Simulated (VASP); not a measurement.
Method: PBE GGA, VASP's PBE PAW potentials (set 64) (plane waves; VASP).

VASP input:

**POSCAR**
```
C62Si
1
    7.1465551589     0.0000000000     0.0000000000
    0.0000000000     7.1465551589     0.0000000000
    0.0000000000     0.0000000000     7.1465551589
C Si
62 1
Direct
  0.4982545122   0.0005140375   0.0008785847
  0.6204831111   0.1298402100   0.1305580049
  0.7470223184   0.2525559913   0.0044688071
  0.8697253314   0.3791188240   0.1305476717
  0.7468803896   0.0039959316   0.2534413934
  0.8695914523   0.1299772427   0.3801149186
  0.9984523205   0.0011121490   0.0017319123
  0.1213110767   0.1262259866   0.1270936065
  0.2462898591   0.2493462238   0.9992090893
  0.3688315554   0.3740894588   0.1225691463
  0.4994292957   0.5001422970   0.9998523526
  0.6255056179   0.6308059669   0.1225350860
  0.7501957824   0.7532930730   0.9991923480
  0.8733630687   0.8782848840   0.1270966444
  0.2465321129   0.9987948424   0.2499644500
  0.3691527984   0.1222908639   0.3750806250
  0.4841059158   0.2498111254   0.2494330284
  0.7496056366   0.5154575425   0.2494974262
  0.8773224628   0.6304386768   0.3750652336
  0.4996005854   0.9994965766   0.5008625787
  0.6257615514   0.1217633208   0.6317583425
  0.7486884470   0.2507904651   0.5159540544
  0.8777789803   0.3738656291   0.6317597349
  0.7500116367   0.9986164883   0.7536826962
  0.8734337297   0.1261509495   0.8790501710
  0.9990273096   0.5012654744   0.0008965114
  0.1225631106   0.6260990375   0.1232983007
  0.2499969646   0.7495800967   0.9979463030
  0.3734846603   0.8770399598   0.1232769698
  0.9955401825   0.2526964687   0.2534306396
  0.1234035299   0.3757200232   0.3762031438
  0.2456790282   0.5017986958   0.2452499272
  0.3748372757   0.6248129400   0.3609775037
  0.4977550051   0.7539112089   0.2451986242
  0.6238396269   0.8761959860   0.3761823203
  0.9988766797   0.0006608724   0.5015065975
  0.1227624334   0.1226554406   0.6270029228
  0.2461835514   0.2452203715   0.5019136669
  0.3739443807   0.3601775669   0.6274700263
  0.6394234411   0.6258054361   0.6275626343
  0.7543464584   0.7533806208   0.5018879514
  0.8769415373   0.8768243704   0.6270344825
  0.2501203254   0.9973830031   0.7499386324
  0.3732597175   0.1223854613   0.8778001733
  0.4979491100   0.2448177636   0.7544727971
  0.6240659349   0.3755026287   0.8771870485
  0.7547024303   0.5015569204   0.7544440551
  0.8771857749   0.6263280207   0.8777864282
  0.0007610906   0.7529984131   0.2499751031
  0.1246738109   0.8749142035   0.3755439582
  0.0000451572   0.4999755527   0.5008649807
  0.1279844521   0.6229361191   0.6235833285
  0.2539220770   0.7456464193   0.4968774332
  0.3766301728   0.8715971335   0.6236058871
  0.0009333246   0.2495456261   0.7536715122
  0.1245064728   0.3744078628   0.8759853978
  0.2538288084   0.4964821076   0.7464250725
  0.3765208517   0.6230384303   0.8725608223
  0.5030459675   0.7457192936   0.7464191337
  0.6252023256   0.8751238122   0.8759796003
  0.0021885267   0.7494368024   0.7499398246
  0.1249279851   0.8746546052   0.8753128895
  0.5617539606   0.4378494947   0.4384844894
```

INCAR:
```
! general
SYSTEM      =  C62Si
PREC        =  Normal
ENCUT       =  400
LREAL       =  Auto
LASPH       =  .TRUE.
ISYM        =  0
NELECT      =  253.0

! electronic loop
EDIFF       =  1E-6
NELM        =  100
NELMIN      =  4
ALGO        =  Fast

! smearing
ISMEAR      =  0
SIGMA       =  0.05

! functional
GGA         =  PE

! spin
ISPIN       =  2
MAGMOM      =  63*0.0159
NUPDOWN     =  1

! output
LWAVE       =  .TRUE.
LCHARG      =  .FALSE.
LORBIT      =  11

! other
LHYPERFINE  =  .TRUE.
```

File KPOINTS:
```
Automatic
0
Gamma
1 1 1
0 0 0
```

POTCAR, in this order: C Si (PBE.64 set). Program: vasp_gam. Read from the step before: WAVECAR.

What VASP printed:

OSZICAR:
```
       N       E                     dE             d eps       ncg     rms          rms(c)
DAV:   1    -0.548240319166E+03   -0.54824E+03   -0.12760E-05   688   0.114E-02    0.173E-02
RMM:   2    -0.548240312862E+03    0.63039E-05   -0.27419E-05   635   0.849E-03    0.102E-02
RMM:   3    -0.548240316354E+03   -0.34925E-05   -0.57619E-06   558   0.556E-03    0.110E-02
RMM:   4    -0.548240315224E+03    0.11301E-05   -0.17026E-06   437   0.241E-03    0.164E-03
RMM:   5    -0.548240315235E+03   -0.11278E-07   -0.30005E-07   363   0.117E-03
   1 F= -.54824032E+03 E0= -.54822918E+03  d E =-.222647E-01  mag=     1.0000
```

**OUTCAR**
```
------------------------ aborting loop because EDIFF is reached ----------------------------------------
  FORCE on cell =-STRESS in cart. coord.  units (eV):
  Direction    XX          YY          ZZ          XY          YZ          ZX
  --------------------------------------------------------------------------------------
  Total       16.6698212     16.9363160     19.9229716     14.3724454    -15.3803478     15.3100201
  in kB       73.1730696     74.3428629     87.4529467     63.0886157    -67.5128574     67.2041501
  external PRESSURE =      78.3229598 kB  Pullay stress =       0.0000000 kB
  volume of cell :      365.00
      direct lattice vectors                 reciprocal lattice vectors
     7.146555159  0.000000000  0.000000000     0.139927556  0.000000000  0.000000000
     0.000000000  7.146555159  0.000000000     0.000000000  0.139927556  0.000000000
     0.000000000  0.000000000  7.146555159     0.000000000  0.000000000  0.139927556
 POSITION                                       TOTAL-FORCE (eV/Angst)
 -----------------------------------------------------------------------------------
      3.56080      0.00367      0.00628         0.001622      0.004015      0.009759
      4.43432      0.92791      0.93304        -0.000911      0.003460      0.000772
      5.33864      1.80491      0.03194        -0.008305      0.005052     -0.001106
      6.21554      2.70939      0.93297        -0.001700      0.000428      0.001680
      5.33762      0.02856      1.81123        -0.003006      0.009276     -0.004430
      6.21458      0.92889      2.71651         0.004712     -0.003614     -0.003867
      7.13549      0.00795      0.01238        -0.001808      0.000406     -0.002292
      0.86696      0.90208      0.90828        -0.001863      0.009102     -0.000382
      1.76012      1.78197      7.14090         0.000136      0.004292     -0.000230
      2.63588      2.67345      0.87595        -0.001657     -0.005490      0.006692
      3.56920      3.57429      7.14550        -0.005825      0.005301      0.001055
      4.47021      4.50809      0.87570         0.014373     -0.001638      0.002442
      5.36132      5.38345      7.14078        -0.006418     -0.001004      0.000293
      6.24154      6.27671      0.90830        -0.008065     -0.002938     -0.002184
      1.76186      7.13794      1.78638         0.004099      0.000756      0.007725
      2.63817      0.87396      2.68053         0.003095     -0.003497     -0.011545
      3.45969      1.78529      1.78259         0.002717      0.003699      0.013829
      5.35710      3.68375      1.78305        -0.006430     -0.002274      0.016159
      6.26983      4.50546      2.68042        -0.000119     -0.000447     -0.013640
      3.57042      7.14296      3.57944        -0.003579     -0.001109      0.003025
      4.47204      0.87019      4.51490        -0.000977      0.002593     -0.005492
      5.35054      1.79229      3.68729         0.008321     -0.002612      0.003593
      6.27310      2.67185      4.51491        -0.000260     -0.008821     -0.011979
      5.36000      7.13667      5.38623        -0.005904      0.003517      0.001252
      6.24204      0.90154      6.28218         0.006024     -0.003691     -0.002460
      7.13960      3.58232      0.00641        -0.003481      0.002106      0.007962
      0.87590      4.47445      0.88116         0.005920     -0.002362      0.002311
      1.78662      5.35692      7.13188         0.006715     -0.012013      0.001939
      2.66913      6.26781      0.88101         0.000680     -0.005360      0.002911
      7.11468      1.80591      1.81116        -0.008570      0.000577      0.000393
      0.88191      2.68510      2.68856         0.005227     -0.006378     -0.006614
      1.75576      3.58613      1.75269         0.005981     -0.002014      0.001955
      2.67880      4.46526      2.57975        -0.011401      0.019803      0.001949
      3.55723      5.38787      1.75233        -0.004192     -0.005844      0.008575
      4.45830      6.26178      2.68841         0.011651     -0.008679     -0.005775
      7.13853      0.00472      3.58404        -0.002188      0.004363      0.000111
      0.87733      0.87656      4.48091        -0.003275     -0.001585     -0.003267
      1.75936      1.75248      3.58695        -0.005044     -0.003656      0.011254
      2.67241      2.57403      4.48425        -0.001827     -0.001824     -0.016058
      4.56967      4.47235      4.48491         0.005308     -0.000330     -0.019869
      5.39098      5.38408      3.58677        -0.002158      0.002554      0.013459
      6.26711      6.26627      4.48114         0.003652      0.003879     -0.006674
      1.78750      7.12785      5.35948        -0.000212     -0.003483     -0.000772
      2.66752      0.87463      6.27325         0.008016      0.002884     -0.005532
      3.55862      1.74960      5.39188         0.007602      0.006527     -0.002279
      4.45992      2.68355      6.26887         0.000500     -0.004987     -0.000167
      5.39352      3.58440      5.39168        -0.007952     -0.000511     -0.000717
      6.26886      4.47609      6.27315         0.000972     -0.006802     -0.001919
      0.00544      5.38134      1.78646        -0.001654     -0.001062      0.011336
      0.89099      6.25262      2.68385        -0.002749      0.007353     -0.015694
      0.00032      3.57310      3.57946        -0.000527      0.002675      0.000750
      0.91465      4.45185      4.45647         0.004268      0.004170      0.002827
      1.81467      5.32880      3.55096         0.003096     -0.005691      0.010050
      2.69161      6.22892      4.45663        -0.006296     -0.000193     -0.002918
      0.00667      1.78339      5.38616        -0.003996      0.007471      0.000248
      0.88979      2.67573      6.26028         0.002458     -0.003181      0.007245
      1.81400      3.54814      5.33437        -0.000215      0.009457     -0.001086
      2.69083      4.45258      6.23580        -0.007043      0.008427     -0.005365
      3.59505      5.32932      5.33433        -0.007315      0.003139     -0.001106
      4.46804      6.25412      6.26024         0.004072     -0.005929      0.010685
      0.01564      5.35589      5.35949        -0.004156     -0.002777     -0.002730
      0.89280      6.25077      6.25547         0.016582     -0.012662     -0.003528
      4.01461      3.12912      3.13365         0.003281     -0.002824     -0.002562
 -----------------------------------------------------------------------------------
    total drift:                                0.006931     -0.033411     -0.013821
  FREE ENERGIE OF THE ION-ELECTRON SYSTEM (eV)
  ---------------------------------------------------
  free  energy   TOTEN  =      -548.2403152354 eV

  energy  without entropy=     -548.2180504920  energy(sigma->0) =     -548.22918286

 total charge

# of ion       s       p       d       tot
------------------------------------------
    1        0.832   1.763   0.000   2.595
    2        0.824   1.737   0.000   2.561
    3        0.826   1.757   0.000   2.584
    4        0.824   1.737   0.000   2.561
    5        0.826   1.757   0.000   2.583
    6        0.823   1.735   0.000   2.559
    7        0.828   1.766   0.000   2.594
    8        0.826   1.758   0.000   2.585
    9        0.831   1.778   0.000   2.609
   10        0.830   1.775   0.000   2.605
   11        0.826   1.756   0.000   2.582
   12        0.830   1.776   0.000   2.606
   13        0.831   1.778   0.000   2.609
   14        0.826   1.758   0.000   2.584
   15        0.830   1.775   0.000   2.605
   16        0.830   1.771   0.000   2.601
   17        0.833   1.774   0.000   2.607
   18        0.833   1.775   0.000   2.608
   19        0.830   1.771   0.000   2.601
   20        0.826   1.755   0.000   2.581
   21        0.830   1.776   0.000   2.605
...
```
(Selected blocks of OUTCAR.)

**OUTCAR**
```
 val. band max:       10.9740690415   @ k =   0.0000   0.0000   0.0000

 cond. band min:      11.0227161016   @ k =   0.0000   0.0000   0.0000


 Fermi energy:        11.1538064796

 spin component 1

 k-point     1 :       0.0000    0.0000    0.0000
  band No.  band energies     occupation
      1     -11.7039      1.00000
      2      -9.5681      1.00000
      3      -9.5335      1.00000
      4      -9.5137      1.00000
      5      -9.5126      1.00000
      6      -9.2674      1.00000
      7      -9.0621      1.00000
      8      -7.4637      1.00000
      9      -7.3832      1.00000
     10      -7.3690      1.00000
     11      -7.3625      1.00000
     12      -7.3491      1.00000
     13      -7.3220      1.00000
     14      -7.3214      1.00000
     15      -7.2595      1.00000
     16      -7.1216      1.00000
     17      -7.0933      1.00000
     18      -6.8614      1.00000
     19      -6.6259      1.00000
     20      -5.9625      1.00000
     21      -5.9442      1.00000
     22      -5.6806      1.00000
     23      -4.7397      1.00000
     24      -3.5985      1.00000
     25      -3.5852      1.00000
     26      -3.5546      1.00000
     27      -3.5358      1.00000
     28      -3.1091      1.00000
     29      -3.1034      1.00000
     30      -3.0850      1.00000
     31      -2.9818      1.00000
     32      -2.9751      1.00000
     33      -2.8644      1.00000
     34      -2.4699      1.00000
     35      -2.3563      1.00000
     36      -2.3023      1.00000
     37      -2.2939      1.00000
     38      -2.2868      1.00000
     39      -2.2759      1.00000
     40      -2.1019      1.00000
     41      -2.0672      1.00000
     42      -2.0269      1.00000
     43      -1.9784      1.00000
     44      -0.6809      1.00000
     45      -0.3524      1.00000
     46       0.9062      1.00000
     47       0.9089      1.00000
     48       0.9324      1.00000
     49       0.9381      1.00000
...
```

At this cut-off the stress carries a Pulay error, which pulls relaxed volumes low. The cell is charged, with a uniform compensating background.  The supercell is sampled at Γ alone, which is coarse: total energies, pressure and levels can be off, energies of defects by several tenths of an eV.

The cell is a supercell with a defect, built from C (diamond): Si_C-vac_C, charge -1.
